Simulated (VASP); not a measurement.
Output of a VASP run:

File OSZICAR:
```
...
DAV:  10    -0.188956589252E+02   -0.11447E+00   -0.12676E-01   785   0.380E+00    0.271E-01
DAV:  11    -0.189067804276E+02   -0.11122E-01   -0.10951E-02   920   0.118E+00    0.246E-01
DAV:  12    -0.189169231275E+02   -0.10143E-01   -0.84053E-03  1468   0.803E-01    0.980E-02
DAV:  13    -0.189231595391E+02   -0.62364E-02   -0.10784E-02   788   0.106E+00    0.341E-02
DAV:  14    -0.189234513063E+02   -0.29177E-03   -0.51692E-04  1246   0.298E-01    0.421E-02
DAV:  15    -0.189236204096E+02   -0.16910E-03   -0.11122E-04  1479   0.828E-02    0.431E-02
DAV:  16    -0.189238883442E+02   -0.26793E-03   -0.40951E-04   846   0.158E-01    0.359E-02
DAV:  17    -0.189240924507E+02   -0.20411E-03   -0.63921E-05  1275   0.820E-02    0.393E-02
DAV:  18    -0.189241119758E+02   -0.19525E-04   -0.13852E-06   809   0.123E-02    0.388E-02
DAV:  19    -0.189241403195E+02   -0.28344E-04   -0.16536E-04  1523   0.968E-02    0.132E-02
DAV:  20    -0.189241856161E+02   -0.45297E-04   -0.95443E-05  1441   0.104E-01    0.571E-03
DAV:  21    -0.189241873257E+02   -0.17095E-05   -0.45378E-06  1243   0.203E-02    0.491E-03
DAV:  22    -0.189241871970E+02    0.12863E-06   -0.22171E-07   451   0.457E-03
   1 F= -.18924187E+02 E0= -.18920993E+02  d E =-.189242E+02
       N       E                     dE             d eps       ncg     rms          rms(c)
DAV:   1    -0.221954062824E+02   -0.32712E+01   -0.88666E+01   872   0.161E+02    0.117E+01
DAV:   2    -0.193617840475E+02    0.28336E+01   -0.66959E+00  1051   0.450E+01    0.392E+00
DAV:   3    -0.191260863489E+02    0.23570E+00   -0.19989E+00  1466   0.185E+01    0.171E+00
DAV:   4    -0.191210609397E+02    0.50254E-02   -0.36580E-02  1469   0.208E+00    0.143E+00
DAV:   5    -0.190964371875E+02    0.24624E-01   -0.33100E-01  1438   0.383E+00    0.508E-01
DAV:   6    -0.190990435472E+02   -0.26064E-02   -0.48752E-03  1313   0.650E-01    0.429E-01
DAV:   7    -0.190956476045E+02    0.33959E-02   -0.31351E-03   828   0.630E-01    0.137E-01
DAV:   8    -0.190983881872E+02   -0.27406E-02   -0.63878E-03  1190   0.914E-01    0.424E-02
DAV:   9    -0.190985554457E+02   -0.16726E-03   -0.16491E-04  1101   0.158E-01    0.395E-02
DAV:  10    -0.190985638797E+02   -0.84339E-05   -0.61454E-05   886   0.901E-02    0.111E-02
DAV:  11    -0.190985726600E+02   -0.87804E-05   -0.17508E-05   874   0.490E-02    0.886E-03
DAV:  12    -0.190985737546E+02   -0.10946E-05   -0.17180E-06   937   0.185E-02    0.336E-03
DAV:  13    -0.190985739582E+02   -0.20361E-06   -0.54957E-07   427   0.886E-03
   2 F= -.19098574E+02 E0= -.19096862E+02  d E =-.174387E+00
       N       E                     dE             d eps       ncg     rms          rms(c)
DAV:   1    -0.191283605670E+02   -0.29787E-01   -0.76503E-01   887   0.150E+01    0.115E+00
DAV:   2    -0.191012980548E+02    0.27063E-01   -0.97223E-02  1170   0.533E+00    0.268E-01
DAV:   3    -0.191009504486E+02    0.34761E-03   -0.23940E-03  1010   0.566E-01    0.136E-01
DAV:   4    -0.191001819424E+02    0.76851E-03   -0.24258E-03   859   0.418E-01    0.425E-02
DAV:   5    -0.191005429162E+02   -0.36097E-03   -0.36095E-04   836   0.253E-01    0.382E-02
DAV:   6    -0.191005133500E+02    0.29566E-04   -0.24259E-05  1220   0.598E-02    0.329E-02
DAV:   7    -0.191005367926E+02   -0.23443E-04   -0.21527E-05   995   0.602E-02    0.627E-03
DAV:   8    -0.191005375854E+02   -0.79284E-06   -0.14279E-05  1481   0.380E-02    0.613E-03
DAV:   9    -0.191005372618E+02    0.32357E-06   -0.41467E-07   400   0.984E-03
   3 F= -.19100537E+02 E0= -.19098688E+02  d E =-.176350E+00
```

**OUTCAR**
```
------------------------ aborting loop because EDIFF is reached ----------------------------------------
  FORCE on cell =-STRESS in cart. coord.  units (eV):
  Direction    XX          YY          ZZ          XY          YZ          ZX
  --------------------------------------------------------------------------------------
  Total        0.0074310      0.0074310      0.0074310      0.0000000      0.0000000      0.0000000
  in kB        0.2028485      0.2028485      0.2028485      0.0000000      0.0000000      0.0000000
  external PRESSURE =       0.2028485 kB  Pullay stress =       0.0000000 kB
  volume of cell :       58.69
      direct lattice vectors                 reciprocal lattice vectors
    -0.000000000  3.084503446  3.084503446    -0.162100646  0.162100646  0.162100646
     3.084503446 -0.000000000  3.084503446     0.162100646 -0.162100646  0.162100646
     3.084503446  3.084503446 -0.000000000     0.162100646  0.162100646 -0.162100646
 POSITION                                       TOTAL-FORCE (eV/Angst)
 -----------------------------------------------------------------------------------
      0.00000      0.00000      0.00000        -0.000000     -0.000000     -0.000000
      1.54225      1.54225      1.54225         0.000000      0.000000      0.000000
 -----------------------------------------------------------------------------------
    total drift:                                0.000000      0.000000      0.000000
  FREE ENERGIE OF THE ION-ELECTRON SYSTEM (eV)
  ---------------------------------------------------
  free  energy   TOTEN  =       -19.1005372618 eV

  energy  without entropy=      -19.0949886661  energy(sigma->0) =      -19.09868773

 reached required accuracy - stopping structural energy minimisation
```
(Selected blocks of OUTCAR.)

File POSCAR:
```
ScSi
1
    0.0000000000     3.2447090000     3.2447090000
    3.2447090000     0.0000000000     3.2447090000
    3.2447090000     3.2447090000     0.0000000000
Sc Si
1 1
Direct
  0.0000000000   0.0000000000   0.0000000000
  0.2500000000   0.2500000000   0.2500000000
```

Question: Write an INCAR and KPOINTS that could have produced this output.

Answer: This is not unique; one that fits is the input of the run itself, r2SCAN meta-GGA, plane waves, VASP's PBE PAW potentials (set 64).

### INCAR
```
SYSTEM = ScSi
PREC = Accurate
ENCUT = 400
EDIFF = 1E-6
NELM = 100
ALGO = Normal
LREAL = .FALSE.
LASPH = .TRUE.
ISMEAR = 1
SIGMA = 0.1
METAGGA = R2SCAN
LMIXTAU = .TRUE.
LMAXMIX = 4
LWAVE = .FALSE.
LCHARG = .FALSE.
IBRION = 2
ISIF = 3
NSW = 60
EDIFFG = -0.01
```

File KPOINTS:
```
Automatic mesh
0
Gamma
9 9 9
0 0 0
```

POTCAR, in this order: Sc_sv Si (PBE.64 set). Program: vasp_std.

Energy and stress use the plane-wave basis of the starting cell.

The structure was generated: ScSi was put into the zinc blende type (F-43m), which need not be its known phase. This run relaxes it. Symmetry was kept, so distortions that lower it aren't found. The electron count is odd and the run is not spin-polarised, which forces a metal.
